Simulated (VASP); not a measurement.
Input of a VASP 6.6.1 run:

INCAR

```
SYSTEM = Al3Au
ALGO = Normal
EDIFF = 1E-7
ENCUT = 520
GGA = PS
ISIF = 2
ISMEAR = -1
LASPH = .TRUE.
LCHARG = .FALSE.
LREAL = .FALSE.
LWAVE = .FALSE.
NBANDS = 18
NELM = 60
PREC = Accurate
SIGMA = 0.05
```

Contents of KPOINTS:

```
k-points
0
G
  9 9 9
  0 0 0
```

The input POSCAR:

```
Al3Au
1.0
   -2.0253330000      2.0253330000      4.0566000000
    2.0253330000     -2.0253330000      4.0566000000
    2.0253330000      2.0253330000     -4.0566000000
Au Al
1 3
Direct
    0.0070780000     -0.0048260000      0.0021410000
    0.5089980000      0.5075990000     -0.0002510000
    0.2526120000      0.7598880000      0.4943870000
    0.7382920000      0.2419320000      0.4866300000
```

Potentials or basis: VASP PAW PBE potentials, release 64 (Au, Al).

Launch:

```sh
$ cat potpaw_PBE.64/Au/POTCAR potpaw_PBE.64/Al/POTCAR > POTCAR
$ mpirun -np 1 vasp_std > vasp.out
```

Q: What does it give for the band gap on the k mesh?

A: None (metal or under the smearing width).

Q: What does it give for the pressure?

A: -2.5 GPa.

Q: What does it give for the largest force?

A: 0.278 eV/Å.

Forces in eV/Å, atoms in the order of the input:
```
Au   0.020 -0.055  0.055
Al  -0.046 -0.009 -0.233
Al  -0.061  0.015 -0.081
Al   0.088  0.049  0.259
```

Caveat: the PAW data sets were made with another functional, which shifts forces and pressure a little. The run has no spin-orbit coupling, so splittings on Au are missing.
